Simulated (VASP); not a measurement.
VASP ran on this input.

### POSCAR
```
WSi2
1
   -1.6025585709     1.6025585709     3.9077051379
    1.6025585709    -1.6025585709     3.9077051379
    1.6025585709     1.6025585709    -3.9077051379
Si W
2 1
Direct
  0.6651232944   0.6651232944   0.0000000000
  0.3348767056   0.3348767056   0.0000000000
  0.0000000000   0.0000000000   0.0000000000
```

**KPOINTS**
```
Automatic mesh
0
Gamma
12 12 12
0 0 0
```

**INCAR**
```
SYSTEM = WSi2
PREC = Accurate
ENCUT = 400
EDIFF = 1E-6
NELM = 100
ALGO = Normal
LREAL = .FALSE.
LASPH = .TRUE.
ISMEAR = 1
SIGMA = 0.1
GGA = PS
LMAXMIX = 6
LWAVE = .FALSE.
LCHARG = .FALSE.
IBRION = 2
ISIF = 3
NSW = 60
EDIFFG = -0.02
```

POTCAR, in this order: Si W_sv (PBE.64 set). Program: vasp_std.

Q: Translate this PBEsol calculation to Quantum ESPRESSO's pw.x.

A: One equivalent input (not run):
```
&CONTROL
  calculation = 'vc-relax'
  pseudo_dir = './pseudo'
  outdir = './out'
  tprnfor = .true.
  tstress = .true.
  nstep = 60
  forc_conv_thr = 0.00078
/
&SYSTEM
  ibrav = 0
  nat = 3
  ntyp = 2
  ecutwfc = 74
  occupations = 'smearing'
  smearing = 'methfessel-paxton'
  degauss = 0.00735
  input_dft = 'pbesol'
/
&ELECTRONS
  conv_thr = 7.3e-08
  electron_maxstep = 100
/
&IONS
/
&CELL
/
ATOMIC_SPECIES
  Si 28.085 Si.upf
  W 183.840 W.upf
CELL_PARAMETERS angstrom
    -1.6025586    1.6025586    3.9077051
     1.6025586   -1.6025586    3.9077051
     1.6025586    1.6025586   -3.9077051
ATOMIC_POSITIONS crystal
  Si   0.6651233  0.6651233  0.0000000
  Si   0.3348767  0.3348767  0.0000000
  W    0.0000000  0.0000000  0.0000000
K_POINTS automatic
  12 12 12 0 0 0
```
The two are equivalent in intent, not identical: the potentials are each code's own (VASP's PAW set, PseudoDojo norm-conserving files in pw.x), so ENCUT and ecutwfc are chosen apart and not converted; conv_thr bounds pw.x's estimated SCF error, while EDIFF bounds the energy change between steps; forc_conv_thr acts on force components and is met together with etot_conv_thr.

The compound is WSi2 in the MoSi2 type structure. This run relaxes it. Symmetry was kept, so distortions that lower it aren't found. The start is the result of an earlier pass.
